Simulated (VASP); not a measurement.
```
MgB2
1.0
    1.54500    -2.67602     0.00000
    1.54500     2.67602     0.00000
    0.00000     0.00000     3.52000
Mg B
1 2
Direct
  0.00000   0.00000   0.00000
  0.33333   0.66667   0.50000
  0.66667   0.33333   0.50000
```

The base run (VASP): PBE GGA, plane waves, VASP's PBE PAW potentials (set 64). Numerical set-up: 520 eV cut-off, 10×10×8 Γ-centred mesh, first-order Methfessel-Paxton smearing of 0.10 eV, potentials Mg B.

One setting is varied; ΔE counts from the base run. The base run took about 9 core-seconds. The timings are rough (shared machines, no repeats); factors under 2 mean little.

Pressures at a finite cut-off, here 520 eV, hold a Pulay part, which wasn't tested here.

```
setting           cost over the base run  electronic steps  ΔE (meV/atom)  pressure (GPa)
----------------  ----------------------  ----------------  -------------  --------------
PREC = Low          within a factor of 2                12            0.1           -1.59
PREC = Normal       within a factor of 2                12            0.0           -1.59
LASPH = .FALSE.     within a factor of 2                12            0.6           -1.57
PREC = Single       within a factor of 2                12            0.0           -1.59
base run                       reference                12            0.0           -1.59
ADDGRID = .TRUE.    within a factor of 2                12            0.0           -1.59
LREAL = Auto        within a factor of 2                12           -0.1           -1.58
```

Left out are runs that failed, have no time on record or changed the cell.

The compound is MgB2 in the AlB2 type structure. The cell was not relaxed at this level.
